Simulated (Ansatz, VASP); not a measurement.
# Cross-check of SnP3O9 (SnP3O9 (P312)) between VASP and Ansatz, part 3 of 3

Aim: how closely do two programs agree when they are given the same cell, functional and k mesh? Of the first pair: The structure shown is the start of the Ansatz relaxation below; VASP solves that cell, so the two are compared at the walk's first step.

VASP 6.6.1 and Ansatz 0.2.0.

So far. Step 3 (VASP: single point, r2SCAN, start cell, pair 1): The run ends at a pressure of 0.07 GPa, with forces up to 0.025 eV/Å.

**6. VASP: single point, r2SCAN, relaxed cell, pair 2**

Level of this step: r2SCAN; plane waves and PAW (Sn_d, P, O) (VASP).

The same cell, functional, mesh and smearing now go to VASP, with its own data sets.

Contents of INCAR:

```
SYSTEM = SnP3O9
PREC = Accurate
ENCUT = 660
EDIFF = 1E-06
NELM = 120
ISMEAR = -1
SIGMA = 0.01
LREAL = .FALSE.
ALGO = Normal
METAGGA = R2SCAN
LASPH = .TRUE.
NBANDS = 104
LORBIT = 11
LWAVE = .FALSE.
LCHARG = .FALSE.
ISIF = 2
GGA_COMPAT = .FALSE.
EFERMI = MIDGAP
LMIXTAU = .TRUE.
KPAR = 4
```

Contents of POSCAR:

```
SnP3O9
1.0
    6.8521691554      0.0000000000      0.0000000000
   -3.4260845777      5.9341525596      0.0000000000
    0.0000000000      0.0000000000     10.4467314970
Sn P O
2 6 18
Direct
    0.0000000000      0.0000000000      0.5000000000
    0.0000000000      0.0000000000      0.0000000000
    0.7280274151      0.1236681890      0.7786212971
    0.8763318110      0.2719725849      0.2213787029
    0.7280274151      0.6043592261      0.2213787029
    0.8763318110      0.6043592261      0.7786212971
    0.3956407739      0.2719725849      0.7786212971
    0.3956407739      0.1236681890      0.2213787029
    0.8979849159      0.5119337931      0.1965877965
    0.8979849159      0.3860511228      0.8034122035
    0.4880662069      0.1020150841      0.8034122035
    0.6139488772      0.1020150841      0.1965877965
    0.7485443584      0.0536019052      0.6487804097
    0.7558022871      0.9989321969      0.8901713598
    0.4880662069      0.3860511228      0.1965877965
    0.7485443584      0.6949424532      0.3512195903
    0.7558022871      0.7568700902      0.1098286402
    0.6139488772      0.5119337931      0.8034122035
    0.9463980948      0.2514556416      0.3512195903
    0.0010678031      0.2441977129      0.1098286402
    0.2431299098      0.2441977129      0.8901713598
    0.3050575468      0.2514556416      0.6487804097
    0.0010678031      0.7568700902      0.8901713598
    0.9463980948      0.6949424532      0.6487804097
    0.2431299098      0.9989321969      0.1098286402
    0.3050575468      0.0536019052      0.3512195903
```

Contents of KPOINTS:

```
Automatic mesh
0
Gamma
5 5 3
0 0 0
```

PAW data sets: Sn_d, P and O (PBE family, release 64).

Run with:

```bash
> mpirun -np 4 vasp_std
```

Log:

```text
[banner, memory and clock lines left out]
running    4 mpi-ranks, on    1 nodes
[...]
[... a notice as in an earlier step ...]

 [... a notice as in an earlier step ...]

 LDA part: xc-table for (None), standard interpolation
 POSCAR, INCAR and KPOINTS ok, starting setup
[...]
entering main loop
       N       E                     dE             d eps       ncg     rms          rms(c)
DAV:   1     0.216795846778E+04    0.21680E+04   -0.87362E+04  2504   0.201E+03
DAV:   2     0.296049806415E+02   -0.21384E+04   -0.20394E+04  2928   0.512E+02
DAV:   3    -0.320838645474E+03   -0.35044E+03   -0.34397E+03  2744   0.222E+02
DAV:   4    -0.341161039347E+03   -0.20322E+02   -0.20085E+02  3048   0.581E+01
[...]
DAV:  20    -0.267436053345E+03   -0.68219E-03   -0.22583E-04  2792   0.799E-02    0.471E-03
DAV:  21    -0.267436134787E+03   -0.81442E-04   -0.42906E-05  3104   0.371E-02    0.612E-03
DAV:  22    -0.267436134214E+03    0.57266E-06   -0.56574E-06  2832   0.134E-02
   1 F= -.26743613E+03 E0= -.26743613E+03  d E =0.000000E+00
```

Parts of OUTCAR (step 6):

```text
  Total       -2.2811261     -2.2811261     -3.1919118      0.0000000      0.0000000      0.0000000
  in kB       -8.6038466     -8.6038466    -12.0391061      0.0000000      0.0000000      0.0000000
  external PRESSURE =      -9.7489331 kB  Pullay stress =       0.0000000 kB

 POSITION                                       TOTAL-FORCE (eV/Angst)
 -----------------------------------------------------------------------------------
      0.00000      0.00000      5.22337         0.000000     -0.000000      0.000000
      0.00000      0.00000      0.00000         0.000000     -0.000000      0.000000
      4.56487      0.73387      8.13405         0.051991     -0.099543     -0.005020
      5.07297      1.61393      2.31268         0.112203      0.004746      0.005020
      2.91798      3.58636      2.31268        -0.060212      0.094797      0.005020
      3.93419      3.58636      8.13405         0.060212      0.094797     -0.005020
      1.77920      1.61393      8.13405        -0.112203      0.004746     -0.005020
      2.28730      0.73387      2.31268        -0.051991     -0.099543      0.005020
      4.39922      3.03789      2.05370        -0.091527     -0.101428      0.040352
      4.83050      2.29089      8.39303        -0.133603     -0.028550     -0.040352
      2.99480      0.60537      8.39303         0.042076      0.129979     -0.040352
      3.85737      0.60537      2.05370        -0.042076      0.129979      0.040352
      4.94551      0.31808      6.77763        -0.047424      0.063267      0.187679
      1.75646      5.92782      9.29938        -0.111934      0.108499     -0.183633
[...]
-----------------------------------------------------------------------------------
    total drift:                                0.000001     -0.000000      0.000000

  FREE ENERGIE OF THE ION-ELECTRON SYSTEM (eV)
  ---------------------------------------------------
  free  energy   TOTEN  =      -267.4361342142 eV

  energy  without entropy=     -267.4361342142  energy(sigma->0) =     -267.43613421

[... 1 part as in an earlier step ...]

[... 2 further parts left out ...]
[key lines of the parts left out:]
E-fermi :   2.4827
```

The run ends at a pressure of -0.97 GPa, with forces up to 0.24 eV/Å.

**7. Comparison**

What differs besides the data sets and the points named for the pairs above, as far as they apply: the cutoff is 500 eV in Ansatz and 660 eV in VASP; Ansatz's pressure holds a Pulay correction, VASP's none. Total energies have different zeros and are not compared.

Both answers:

```tsv
quantity	Ansatz	VASP	difference
pressure (GPa)	-0.01	-0.97	+0.96
gap on the k mesh (eV)	3.843	3.834	+0.009
```

Forces on 7 of the 26 atoms, those with the largest forces and the largest differences (eV/Å; atoms numbered as in POSCAR):

```tsv
atom	Ansatz x, y, z	VASP x, y, z
O14	-0.001, -0.002, 0.000	-0.112, 0.108, -0.184
O17	-0.002, 0.000, 0.000	0.038, -0.151, 0.184
O20	0.001, 0.002, 0.000	-0.150, 0.043, 0.184
O21	-0.001, 0.002, 0.000	0.150, 0.043, -0.184
O23	0.002, 0.000, 0.000	-0.038, -0.151, -0.184
O25	0.001, -0.002, 0.000	0.112, 0.108, 0.184
O26	0.001, 0.003, 0.000	0.047, 0.063, -0.188
```

The forces differ by 101 meV/Å r.m.s., where the r.m.s. force is 0.002 eV/Å in Ansatz and 0.101 eV/Å in VASP: the atoms lie near their places of rest in Ansatz, so a percentage would say little (all taken over all components). A gap on the mesh is an upper bound, since the band edges may lie between its points.

**8. What came out**

```
r.m.s. force difference (single point, r2SCAN, start cell, pair 1)   : 100 meV/Å
r.m.s. force difference (single point, r2SCAN, relaxed cell, pair 2) : 101 meV/Å
difference in pressure (single point, r2SCAN, relaxed cell, pair 2)  : 0.96 GPa
```

**Reading.** The r.m.s. force difference is 101 meV/Å (single point, r2SCAN, relaxed cell, pair 2), beyond the 12 meV/Å picked in this series as the mark of a large difference. What causes the difference of the single point, r2SCAN, start cell, pair 1 pair stays open here. What causes the difference of the single point, r2SCAN, relaxed cell, pair 2 pair stays open here. How closely two codes agree says nothing of how well the functional describes the real material.

[Lines on the potential files, build, host, timing and source positions are cut from VASP's logs without a mark.]

[Logs are printed without paths, hosts, clocks, repeated set-up lines and the standing remarks that a program may print on its own settings, such as how far it seeks lower states.]

[Hosts, paths, dates, database ids (printed as entryN), source tags and the programs' standing remarks are cut or masked in the printed files.]
